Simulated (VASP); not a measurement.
Level of theory: SCAN meta-GGA, VASP's PBE PAW potentials (set 64) (plane waves; VASP 6.6.1).

The input files of a VASP run:

File POSCAR:
```
PbF2
1
    0.0000000000     2.9206956787     2.9206956787
    2.9206956787     0.0000000000     2.9206956787
    2.9206956787     2.9206956787     0.0000000000
Pb F
1 2
Direct
  0.0000000000   0.0000000000   0.0000000000
  0.2500000000   0.2500000000   0.2500000000
  0.7500000000   0.7500000000   0.7500000000
```

KPOINTS:
```
Automatic mesh
0
Gamma
7 7 7
0 0 0
```

**INCAR**
```
ALGO = Normal
EDIFF = 1E-7
ENCUT = 520
ISIF = 2
ISMEAR = 0
LASPH = T
LCHARG = F
LMAXMIX = 4
LMIXTAU = T
LREAL = F
LWAVE = F
METAGGA = SCAN
NELM = 100
PREC = Accurate
SIGMA = 0.05
SYSTEM = PbF2
```

POTCAR, in this order: Pb_d F (PBE.64 set). Program: vasp_std.

The run wrote:

**OSZICAR**
```
       N       E                     dE             d eps       ncg     rms          rms(c)
DAV:   1     0.236382765637E+03    0.23638E+03   -0.15587E+04   720   0.182E+03
DAV:   2    -0.728491090067E+02   -0.30923E+03   -0.29934E+03   826   0.474E+02
DAV:   3    -0.990361377224E+02   -0.26187E+02   -0.25924E+02   848   0.155E+02
DAV:   4    -0.997505773655E+02   -0.71444E+00   -0.71336E+00   812   0.267E+01
DAV:   5    -0.997724949958E+02   -0.21918E-01   -0.21916E-01   832   0.474E+00    0.702E+00
DAV:   6    -0.913276399392E+02    0.84449E+01   -0.67755E+00   936   0.460E+01    0.217E+00
DAV:   7    -0.900310142999E+02    0.12966E+01   -0.20233E+00   734   0.191E+01    0.188E+00
DAV:   8    -0.907365497813E+02   -0.70554E+00   -0.64524E-01   720   0.115E+01    0.102E+00
DAV:   9    -0.896209350858E+02    0.11156E+01   -0.77233E-01   720   0.978E+00    0.144E+00
DAV:  10    -0.900713049221E+02   -0.45037E+00   -0.44697E-01   720   0.561E+00    0.161E-01
DAV:  11    -0.900670367789E+02    0.42681E-02   -0.87886E-03   776   0.916E-01    0.155E-01
DAV:  12    -0.900078683793E+02    0.59168E-01   -0.83255E-02   720   0.318E+00    0.571E-01
DAV:  13    -0.899789118151E+02    0.28957E-01   -0.27394E-02   720   0.187E+00    0.528E-01
DAV:  14    -0.900860459983E+02   -0.10713E+00   -0.34460E-02   720   0.206E+00    0.337E-01
DAV:  15    -0.900861961623E+02   -0.15016E-03   -0.10864E-03   760   0.384E-01    0.270E-01
DAV:  16    -0.900854720774E+02    0.72408E-03   -0.88211E-04   838   0.248E-01    0.179E-01
DAV:  17    -0.900849670091E+02    0.50507E-03   -0.87663E-04   744   0.308E-01    0.790E-02
DAV:  18    -0.900848038752E+02    0.16313E-03   -0.45893E-04   736   0.215E-01    0.198E-02
DAV:  19    -0.900847959365E+02    0.79386E-05   -0.38879E-05   800   0.710E-02    0.727E-03
DAV:  20    -0.900848363667E+02   -0.40430E-04   -0.15778E-05   720   0.462E-02    0.131E-02
DAV:  21    -0.900848162228E+02    0.20144E-04   -0.75081E-06   728   0.378E-02    0.516E-03
DAV:  22    -0.900848130213E+02    0.32015E-05   -0.25276E-06   720   0.201E-02    0.333E-03
DAV:  23    -0.900848047369E+02    0.82844E-05   -0.24744E-06   892   0.154E-02    0.188E-03
DAV:  24    -0.900848055168E+02   -0.77990E-06   -0.17861E-07   712   0.531E-03    0.133E-03
DAV:  25    -0.900848080520E+02   -0.25352E-05   -0.16483E-07   592   0.517E-03    0.426E-04
DAV:  26    -0.900848082495E+02   -0.19757E-06   -0.22964E-08   364   0.175E-03    0.503E-04
DAV:  27    -0.900848086461E+02   -0.39660E-06   -0.43392E-09   360   0.986E-04    0.428E-04
DAV:  28    -0.900848091207E+02   -0.47457E-06   -0.54517E-09   360   0.777E-04    0.217E-04
DAV:  29    -0.900848092620E+02   -0.14124E-06   -0.32152E-09   360   0.605E-04    0.817E-05
DAV:  30    -0.900848092872E+02   -0.25200E-07   -0.80692E-10   360   0.346E-04
   1 F= -.90084809E+02 E0= -.90084809E+02  d E =-.145720E-19
```

OUTCAR:
```
------------------------ aborting loop because EDIFF is reached ----------------------------------------
  FORCE on cell =-STRESS in cart. coord.  units (eV):
  Direction    XX          YY          ZZ          XY          YZ          ZX
  --------------------------------------------------------------------------------------
  Total        0.8431042      0.8431042      0.8431042      0.0000000     -0.0000000     -0.0000000
  in kB       27.1083402     27.1083402     27.1083402      0.0000000     -0.0000000     -0.0000000
  external PRESSURE =      27.1083402 kB  Pullay stress =       0.0000000 kB
  volume of cell :       49.83
      direct lattice vectors                 reciprocal lattice vectors
     0.000000000  2.920695679  2.920695679    -0.171192091  0.171192091  0.171192091
     2.920695679  0.000000000  2.920695679     0.171192091 -0.171192091  0.171192091
     2.920695679  2.920695679  0.000000000     0.171192091  0.171192091 -0.171192091
 POSITION                                       TOTAL-FORCE (eV/Angst)
 -----------------------------------------------------------------------------------
      0.00000      0.00000      0.00000        -0.000000      0.000000     -0.000000
      1.46035      1.46035      1.46035         0.000000      0.000000      0.000000
      4.38104      4.38104      4.38104        -0.000000     -0.000000     -0.000000
 -----------------------------------------------------------------------------------
    total drift:                                0.000000     -0.000000      0.000000
  FREE ENERGIE OF THE ION-ELECTRON SYSTEM (eV)
  ---------------------------------------------------
  free  energy   TOTEN  =       -90.0848092872 eV

  energy  without entropy=      -90.0848092872  energy(sigma->0) =      -90.08480929
```
(Selected blocks of OUTCAR.)

The compound is PbF2 in the fluorite structure, the β form. This cell is one point of a volume scan, at 0.97 of the reference volume.
